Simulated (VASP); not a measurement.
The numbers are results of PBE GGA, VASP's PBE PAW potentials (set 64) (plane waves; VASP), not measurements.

VASP ran on this input.

File POSCAR:
```
GaSb
1.0
  0.0000000000   3.0500000000   3.0500000000
  3.0500000000   0.0000000000   3.0500000000
  3.0500000000   3.0500000000   0.0000000000
Ga Sb
1 1
Cart
  0.0000000000   0.0000000000   0.0000000000
  1.5250000000   1.5250000000   1.5250000000
```

**KPOINTS**
```
Automatic
0
Monkhorst Pack
  8 8 8
0 0 0
```

**INCAR**
```
# general
SYSTEM =GaSb
PREC   =Accurate
ENCUT  =400
LREAL  =.False.
LASPH  =.True.

# electronic loop
EDIFF  =1E-6
NELM   =100
ALGO   =Normal
LMAXMIX=4

# smearing
ISMEAR =0
SIGMA  =0.05

# functional
GGA    =PE

# ions
ISIF   =2

# output
LWAVE  =.False.
LCHARG =.False.
```

POTCAR, in this order: Ga_d Sb (PBE.64 set). Program: vasp_std.

The resulting files:

### OSZICAR
```
       N       E                     dE             d eps       ncg     rms          rms(c)
DAV:   1     0.717747763937E+02    0.71775E+02   -0.78306E+03  1576   0.146E+03
DAV:   2    -0.234941248136E+01   -0.74124E+02   -0.71913E+02  1720   0.279E+02
DAV:   3    -0.731132286607E+01   -0.49619E+01   -0.49337E+01  1925   0.669E+01
DAV:   4    -0.739729016261E+01   -0.85967E-01   -0.85936E-01  1817   0.987E+00
DAV:   5    -0.739955777435E+01   -0.22676E-02   -0.22676E-02  1987   0.137E+00    0.323E+00
DAV:   6    -0.735570236827E+01    0.43855E-01   -0.71737E-02  2189   0.476E+00    0.195E+00
DAV:   7    -0.734259088461E+01    0.13111E-01   -0.44200E-02  1775   0.197E+00    0.342E-01
DAV:   8    -0.734350071159E+01   -0.90983E-03   -0.47994E-03  1927   0.975E-01    0.795E-02
DAV:   9    -0.734397812725E+01   -0.47742E-03   -0.76086E-04  1683   0.239E-01    0.366E-02
DAV:  10    -0.734400118517E+01   -0.23058E-04   -0.39367E-05  1906   0.472E-02    0.963E-03
DAV:  11    -0.734402466624E+01   -0.23481E-04   -0.36598E-05  1660   0.480E-02    0.397E-03
DAV:  12    -0.734402541979E+01   -0.75354E-06   -0.10968E-06  1565   0.101E-02
   1 F= -.73440254E+01 E0= -.73440254E+01  d E =-.253243E-14
```

File OUTCAR:
```
------------------------ aborting loop because EDIFF is reached ----------------------------------------
  FORCE on cell =-STRESS in cart. coord.  units (eV):
  Direction    XX          YY          ZZ          XY          YZ          ZX
  --------------------------------------------------------------------------------------
  Total        0.9753107      0.9753107      0.9753107      0.0000000      0.0000000      0.0000000
  in kB       27.5374714     27.5374714     27.5374714      0.0000000      0.0000000      0.0000000
  external PRESSURE =      27.5374714 kB  Pullay stress =       0.0000000 kB
  volume of cell :       56.75
      direct lattice vectors                 reciprocal lattice vectors
     0.000000000  3.050000000  3.050000000    -0.163934426  0.163934426  0.163934426
     3.050000000  0.000000000  3.050000000     0.163934426 -0.163934426  0.163934426
     3.050000000  3.050000000  0.000000000     0.163934426  0.163934426 -0.163934426
  FREE ENERGIE OF THE ION-ELECTRON SYSTEM (eV)
  ---------------------------------------------------
  free  energy   TOTEN  =        -7.3440254198 eV

  energy  without entropy=       -7.3440254198  energy(sigma->0) =       -7.34402542
```
(Selected blocks of OUTCAR.)

The compound is GaSb in the zinc blende structure. The cell was not relaxed at this level. The run is one of a series of settings (KPOINTS 8×8×8 Monkhorst-Pack mesh against the base run), some of them coarse on purpose.
